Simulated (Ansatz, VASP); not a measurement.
YNb3N6 in VASP and in Ansatz

Contents of INCAR:

```
SYSTEM = YNb3N6
PREC = Accurate ; ENCUT = 600
EDIFF = 1E-6 ; ISMEAR = 0
SIGMA = 0.1 ; LREAL = .FALSE.
LASPH = .TRUE. ; NELM = 100
ALGO = Normal ; ISIF = 3
LWAVE = .FALSE. ; LCHARG = .FALSE.
GGA = PE ; IBRION = 2
NSW = 100 ; EDIFFG = -0.01
```

The input KPOINTS:

```
regular mesh
0
G
  8 8 8
  0 0 0
```

Contents of POSCAR:

```
YNb3N6
1.0
    0.0000000000      4.0998177707      4.0998177707
    4.0998177707      0.0000000000      4.0998177707
    4.0998177707      4.0998177707      0.0000000000
Y Nb N
1 3 6
Direct
    0.0000000000      0.0000000000      0.0000000000
    0.2500000000      0.2500000000      0.2500000000
    0.7500000000      0.7500000000      0.7500000000
    0.5000000000      0.5000000000      0.5000000000
    0.7408780421      0.2591219579      0.2591219579
    0.2591219579      0.7408780421      0.7408780421
    0.2591219579      0.7408780421      0.2591219579
    0.7408780421      0.2591219579      0.7408780421
    0.2591219579      0.2591219579      0.7408780421
    0.7408780421      0.7408780421      0.2591219579
```

Input for Ansatz:

```yaml
crystal:
  lattice:
    - [0.0, 4.0998177707, 4.0998177707]
    - [4.0998177707, 0.0, 4.0998177707]
    - [4.0998177707, 4.0998177707, 0.0]
  atoms:
    - { symbol: "Y", position: [0.0, 0.0, 0.0] }
    - { symbol: Nb, position: [0.25, 0.25, 0.25] }
    - { symbol: Nb, position: [0.75, 0.75, 0.75] }
    - { symbol: Nb, position: [0.5, 0.5, 0.5] }
    - { symbol: "N", position: [0.7408780421, 0.2591219579, 0.2591219579] }
    - { symbol: "N", position: [0.2591219579, 0.7408780421, 0.7408780421] }
    - { symbol: "N", position: [0.2591219579, 0.7408780421, 0.2591219579] }
    - { symbol: "N", position: [0.7408780421, 0.2591219579, 0.7408780421] }
    - { symbol: "N", position: [0.2591219579, 0.2591219579, 0.7408780421] }
    - { symbol: "N", position: [0.7408780421, 0.7408780421, 0.2591219579] }
basis:
  ecutwfc: 420
kpoints:
  mp_grid: { grid: [8, 8, 8] }
hamiltonian:
  xc: pbe
scf:
  occupations: { method: gaussian, width: 0.1 }
output:
  forces: true
  stress: true
  eigenvalues: true
relax:
  adjacent_minimum: "off"
  f_tol: 0.01
  max_steps: 80
  cell: { stress_tol: 0.05 }
```

Change from the starting cell: species swapped into the Ba3MoO6 type (Fm-3m, No. 225).

Alike in both runs: task relaxation of cell and atoms; functional PBE; k mesh 8 × 8 × 8; occupations gaussian, width 0.1 eV; no spin polarisation.

```csv
,VASP,Ansatz
version,VASP 6.6.1,Ansatz 0.2.0
potentials or method,"VASP PAW PBE potentials, release 64 (Y_sv, Nb_sv, N)","scalar-relativistic, plane waves, PAW"
plane-wave cutoff (eV),600,420
valence electrons in the cell,80,80
```

Ansatz gave:

```
gap on the k mesh at the Fermi level, each at its own relaxed structure (eV) : none
relaxed volume (Å³/atom)                                                     : 13.82
relaxed cell length with the largest relative difference (Å)                 : 5.803
```

Task: Which values does VASP return?

Result: gap on the k mesh at the Fermi level, each at its own relaxed structure (eV): none; relaxed volume (Å³/atom): 13.77; relaxed cell length with the largest relative difference (Å): 5.797.

A gap of «none» marks a metal or a gap that the smearing closes.
